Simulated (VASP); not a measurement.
Calculation: PBE GGA, VASP's PBE PAW potentials (set 64) (plane waves; VASP). Each cell was relaxed at this level.

Q: Which of these has an unstable (imaginary) mode at Γ?
A. InAs, F-43m (216)
B. CaB6, Pm-3m (221)
C. KTaO3, Pm-3m (221)
D. CoGa, Pm-3m (221)

A: C, KTaO3, Pm-3m (221). Its optical Γ-point modes are 69i (×3), 179 (×3), 263 (×3), 505 (×3) cm⁻¹.
